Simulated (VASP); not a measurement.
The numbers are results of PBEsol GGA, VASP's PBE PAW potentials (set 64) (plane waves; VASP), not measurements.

VASP ran on this input.

### POSCAR
```
CuI
1
    0.0000000000     2.9678957191     2.9678957191
    2.9678957191     0.0000000000     2.9678957191
    2.9678957191     2.9678957191     0.0000000000
Cu I
1 1
Direct
  0.0000000000   0.0000000000   0.0000000000
  0.2500000000   0.2500000000   0.2500000000
```

**KPOINTS**
```
Regular mesh
0
Gamma
 7 7 7
```

### INCAR
```
ISMEAR=0   ! Gaussian
ALGO=Normal
SIGMA=0.05   ! width (eV)
ENCUT=400   ! plane-wave cut-off (eV)
NELM=100   ! most electronic steps
EDIFF=1E-6   ! SCF stop (eV)
SYSTEM=CuI
LREAL=.FALSE.   ! projection in real space or not
EDIFFG=-0.01
PREC=Accurate
GGA=PS   ! PBEsol
LCHARG=.FALSE.
ISIF=3   ! ions, shape and volume
LMAXMIX=4   ! l cut-off of mixed one-centre charges
NSW=60   ! most ionic steps
IBRION=2   ! conjugate gradients
LWAVE=.FALSE.
LASPH=.TRUE.
```

POTCAR, in this order: Cu I (PBE.64 set). Program: vasp_std.

The resulting files:

### OUTCAR
```
 ion  position               nearest neighbor table
   1  0.000  0.000  0.000-   2 2.57   2 2.57   2 2.57   2 2.57
   2  0.250  0.250  0.250-   1 2.57   1 2.57   1 2.57   1 2.57
  LATTYP: Found a face centered cubic cell.
 ALAT       =     5.9357914382
 Subroutine PRICEL returns:
 Original cell was already a primitive cell.
 Subroutine GETGRP returns: Found 24 space group operations
The static configuration has the point symmetry T_d .
The dynamic configuration has the point symmetry T_d .
 Subroutine INISYM returns: Found 24 space group operations
 Subroutine IBZKPT returns following result:
 Found     20 irreducible k-points:

 Following reciprocal coordinates:
            Coordinates               Weight
  0.000000  0.000000  0.000000      1.000000
  0.142857  0.000000  0.000000      8.000000
  0.285714  0.000000  0.000000      8.000000
  0.428571  0.000000  0.000000      8.000000
  0.142857  0.142857  0.000000      6.000000
  0.285714  0.142857  0.000000     24.000000
  0.428571  0.142857  0.000000     24.000000
 -0.428571  0.142857  0.000000     24.000000
 -0.285714  0.142857  0.000000     24.000000
...
```

File OSZICAR:
```
       N       E                     dE             d eps       ncg     rms          rms(c)
DAV:   1     0.985018286443E+02    0.98502E+02   -0.70879E+03   520   0.123E+03
DAV:   2     0.179570265528E+00   -0.98322E+02   -0.92296E+02   530   0.249E+02
DAV:   3    -0.643501980008E+01   -0.66146E+01   -0.65265E+01   705   0.750E+01
DAV:   4    -0.665831370236E+01   -0.22329E+00   -0.22320E+00   646   0.122E+01
DAV:   5    -0.666358329004E+01   -0.52696E-02   -0.52695E-02   733   0.190E+00    0.630E+00
DAV:   6    -0.656881756389E+01    0.94766E-01   -0.56730E+00   520   0.689E+01    0.419E+00
DAV:   7    -0.632151446102E+01    0.24730E+00   -0.12324E+00   550   0.419E+01    0.186E+00
DAV:   8    -0.632515774004E+01   -0.36433E-02   -0.99464E-02   795   0.647E+00    0.656E-01
DAV:   9    -0.631914694007E+01    0.60108E-02   -0.24947E-02   652   0.494E+00    0.240E-01
DAV:  10    -0.631924911092E+01   -0.10217E-03   -0.10201E-03   585   0.262E-01    0.186E-01
DAV:  11    -0.631913048151E+01    0.11863E-03   -0.75093E-04   732   0.922E-01    0.393E-02
DAV:  12    -0.631914832306E+01   -0.17842E-04   -0.13216E-04   764   0.834E-02    0.470E-02
DAV:  13    -0.631914856241E+01   -0.23935E-06   -0.13295E-06   449   0.130E-02
   1 F= -.63191486E+01 E0= -.63191486E+01  d E =-.631915E+01
       N       E                     dE             d eps       ncg     rms          rms(c)
DAV:   1    -0.633757160892E+01   -0.18423E-01   -0.30744E-01   520   0.141E+01    0.107E+00
DAV:   2    -0.632598211633E+01    0.11589E-01   -0.18813E-01   530   0.145E+01    0.444E-01
DAV:   3    -0.631926892501E+01    0.67132E-02   -0.38192E-02   525   0.663E+00    0.193E-01
DAV:   4    -0.631864116630E+01    0.62776E-03   -0.21431E-03   655   0.521E-01    0.656E-02
DAV:   5    -0.631861202525E+01    0.29141E-04   -0.62860E-05   771   0.183E-01    0.573E-02
DAV:   6    -0.631859274869E+01    0.19277E-04   -0.18859E-05   805   0.757E-02    0.159E-02
DAV:   7    -0.631859122167E+01    0.15270E-05   -0.45984E-06   601   0.689E-02    0.521E-03
DAV:   8    -0.631859146765E+01   -0.24598E-06   -0.15395E-06   383   0.900E-03
   2 F= -.63185915E+01 E0= -.63185915E+01  d E =0.557095E-03
       N       E                     dE             d eps       ncg     rms          rms(c)
DAV:   1    -0.632451251668E+01   -0.59213E-02   -0.87673E-02   520   0.750E+00    0.585E-01
DAV:   2    -0.632145439532E+01    0.30581E-02   -0.58743E-02   520   0.778E+00    0.258E-01
DAV:   3    -0.631919868399E+01    0.22557E-02   -0.12017E-02   520   0.386E+00    0.978E-02
DAV:   4    -0.631904221614E+01    0.15647E-03   -0.64856E-04   520   0.172E-01    0.404E-02
DAV:   5    -0.631902895510E+01    0.13261E-04   -0.39776E-05   702   0.189E-01    0.330E-02
DAV:   6    -0.631902493161E+01    0.40235E-05   -0.69798E-06   780   0.284E-02    0.164E-02
DAV:   7    -0.631902303551E+01    0.18961E-05   -0.30160E-06   492   0.641E-02    0.210E-03
DAV:   8    -0.631902307506E+01   -0.39543E-07   -0.95070E-07   333   0.724E-03
   3 F= -.63190231E+01 E0= -.63190231E+01  d E =0.125487E-03
       N       E                     dE             d eps       ncg     rms          rms(c)
DAV:   1    -0.631961987517E+01   -0.59684E-03   -0.84521E-03   520   0.234E+00    0.180E-01
DAV:   2    -0.631932038348E+01    0.29949E-03   -0.55224E-03   520   0.241E+00    0.785E-02
DAV:   3    -0.631911130390E+01    0.20908E-03   -0.11281E-03   520   0.117E+00    0.308E-02
DAV:   4    -0.631909571207E+01    0.15592E-04   -0.60086E-05   540   0.593E-02    0.118E-02
DAV:   5    -0.631909466845E+01    0.10436E-05   -0.28637E-06   572   0.497E-02    0.965E-03
DAV:   6    -0.631909423018E+01    0.43828E-06   -0.50315E-07   265   0.115E-02
   4 F= -.63190942E+01 E0= -.63190942E+01  d E =0.543322E-04
       N       E                     dE             d eps       ncg     rms          rms(c)
DAV:   1    -0.631956564793E+01   -0.47098E-03   -0.69343E-03   520   0.211E+00    0.164E-01
DAV:   2    -0.631931888876E+01    0.24676E-03   -0.45398E-03   520   0.219E+00    0.713E-02
DAV:   3    -0.631914689705E+01    0.17199E-03   -0.92905E-04   520   0.106E+00    0.279E-02
DAV:   4    -0.631913405206E+01    0.12845E-04   -0.49647E-05   545   0.537E-02    0.107E-02
DAV:   5    -0.631913318498E+01    0.86708E-06   -0.20630E-06   465   0.447E-02
   5 F= -.63191332E+01 E0= -.63191332E+01  d E =0.153774E-04
       N       E                     dE             d eps       ncg     rms          rms(c)
DAV:   1    -0.631925469059E+01   -0.12064E-03   -0.17470E-03   520   0.105E+00    0.833E-02
DAV:   2    -0.631919072577E+01    0.63965E-04   -0.11601E-03   520   0.111E+00    0.359E-02
DAV:   3    -0.631914657756E+01    0.44148E-04   -0.23999E-04   520   0.539E-01    0.144E-02
DAV:   4    -0.631914309768E+01    0.34799E-05   -0.12785E-05   545   0.284E-02    0.575E-03
DAV:   5    -0.631914289732E+01    0.20036E-06   -0.43837E-07   260   0.211E-02
   6 F= -.63191429E+01 E0= -.63191429E+01  d E =0.566509E-05
```

**OUTCAR**
```
------------------------ aborting loop because EDIFF is reached ----------------------------------------
  FORCE on cell =-STRESS in cart. coord.  units (eV):
  Direction    XX          YY          ZZ          XY          YZ          ZX
  --------------------------------------------------------------------------------------
  Total       -0.0129806     -0.0129806     -0.0129806      0.0000000      0.0000000      0.0000000
  in kB       -0.3975208     -0.3975208     -0.3975208      0.0000000      0.0000000      0.0000000
  external PRESSURE =      -0.3975208 kB  Pullay stress =       0.0000000 kB
  volume of cell :       52.32
      direct lattice vectors                 reciprocal lattice vectors
    -0.000000000  2.968508780  2.968508780    -0.168434738  0.168434738  0.168434738
     2.968508780  0.000000000  2.968508780     0.168434738 -0.168434738  0.168434738
     2.968508780  2.968508780  0.000000000     0.168434738  0.168434738 -0.168434738
  FREE ENERGIE OF THE ION-ELECTRON SYSTEM (eV)
  ---------------------------------------------------
  free  energy   TOTEN  =        -6.3191428973 eV

  energy  without entropy=       -6.3191428973  energy(sigma->0) =       -6.31914290

 reached required accuracy - stopping structural energy minimisation
```
(Selected blocks of OUTCAR.)

**CONTCAR**
```
CuI
   1.00000000000000
    -0.0000000000000000    2.9685087803100707    2.9685087803100707
     2.9685087803100707    0.0000000000000000    2.9685087803100707
     2.9685087803100707    2.9685087803100707    0.0000000000000000
  Cu              I
     1     1
Direct
     0.0000000000000000    0.0000000000000000    0.0000000000000000
     0.2500000000000000    0.2500000000000000    0.2500000000000000
```

File OUTCAR:
```
 val. band max:        4.9876551637   @ k =   0.0000   0.0000   0.0000

 cond. band min:       6.1842743738   @ k =   0.0000   0.0000   0.0000


 Fermi energy:         5.2215716464

 k-point     1 :       0.0000    0.0000    0.0000
  band No.  band energies     occupation
      1      -9.3895      2.00000
      2       1.0434      2.00000
      3       1.0434      2.00000
      4       1.0434      2.00000
      5       2.8391      2.00000
      6       2.8391      2.00000
      7       4.9877      2.00000
      8       4.9877      2.00000
      9       4.9877      2.00000
     10       6.1843      0.00000
     11       9.7427      0.00000
     12       9.7427      0.00000
     13       9.7427      0.00000

 k-point     2 :       0.1429    0.0000    0.0000
  band No.  band energies     occupation
      1      -9.2805      2.00000
      2       0.6539      2.00000
      3       1.0543      2.00000
      4       1.0543      2.00000
      5       2.8303      2.00000
      6       2.8303      2.00000
      7       4.1439      2.00000
      8       4.8140      2.00000
      9       4.8140      2.00000
     10       7.0191      0.00000
     11       9.7189      0.00000
     12      10.0410      0.00000
     13      10.0410      0.00000

 k-point     3 :       0.2857    0.0000    0.0000
  band No.  band energies     occupation
      1      -9.0141      2.00000
      2      -0.2252      2.00000
      3       1.0733      2.00000
      4       1.0733      2.00000
      5       2.8313      2.00000
      6       2.8313      2.00000
      7       3.3468      2.00000
      8       4.4670      2.00000
      9       4.4670      2.00000
     10       7.2692      0.00000
     11      10.3763      0.00000
     12      10.3763      0.00000
     13      10.9348      0.00000

 k-point     4 :       0.4286    0.0000    0.0000
  band No.  band energies     occupation
      1      -8.7735      2.00000
      2      -0.9229      2.00000
      3       1.0819      2.00000
...
```

Unless said otherwise, spin-orbit coupling is left out, though it shifts the bands of the heavy elements here.

The compound is CuI in the zinc blende structure. This run relaxes it. Symmetry was kept, so distortions that lower it aren't found. The start is the result of an earlier pass.
